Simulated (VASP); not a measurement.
Calculation: LDA (Ceperley-Alder, Perdew-Zunger), VASP's LDA PAW potentials (set 64) (plane waves; VASP).

VASP ran on this input.

### POSCAR
```
BN bilayer
1.0
  2.4909118221   0.0000000000   0.0000000000
 -1.2454559111   2.1571932993   0.0000000000
  0.0000000000   0.0000000000  18.6859505332
B N
2 2
Direct
  0.6666670000   0.3333330000   0.4138640000
  0.3333330000   0.6666670000   0.5861360000
  0.3333330000   0.6666670000   0.4138640000
  0.6666670000   0.3333330000   0.5861360000
```

**INCAR**
```
SYSTEM = BN bilayer
PREC = Normal
ENCUT = 500
EDIFF = 1E-5
NELM = 100
ALGO = Normal
LREAL = .FALSE.
LASPH = .TRUE.
ISMEAR = 0
SIGMA = 0.05
LWAVE = .TRUE.
LCHARG = .FALSE.
NELMIN = 4
IBRION = 2
ISIF = 4
NSW = 50
EDIFFG = -0.03
```

### KPOINTS
```
Regular mesh
0
gamma
12 12 1
0 0 0
```

POTCAR, in this order: B N (LDA.64 set). Program: vasp_std.

Problem. What does the run give for the energy per atom (σ→0), band gap (on the k-mesh)?

Solution. 
```json
{
 "energy per atom (σ→0)": "-9.632 eV/atom",
 "band gap (on the k-mesh)": "4.32 eV"
}
```

### OSZICAR
```
...
DAV:  19    -0.385266283669E+02   -0.19749E-05   -0.10894E-07   400   0.238E-03
   1 F= -.38526628E+02 E0= -.38526628E+02  d E =-.385266E+02
       N       E                     dE             d eps       ncg     rms          rms(c)
DAV:   1    -0.385267958851E+02   -0.16949E-03   -0.34229E-02   472   0.174E+00    0.399E-02
DAV:   2    -0.385267479076E+02    0.47978E-04   -0.32697E-04   540   0.161E-01    0.261E-02
DAV:   3    -0.385267249235E+02    0.22984E-04   -0.46273E-05   572   0.601E-02    0.985E-03
DAV:   4    -0.385267236304E+02    0.12930E-05   -0.79977E-06   356   0.234E-02
   2 F= -.38526724E+02 E0= -.38526724E+02  d E =-.952635E-04
```

The cell is a sheet with vacuum, built from BN (hex).
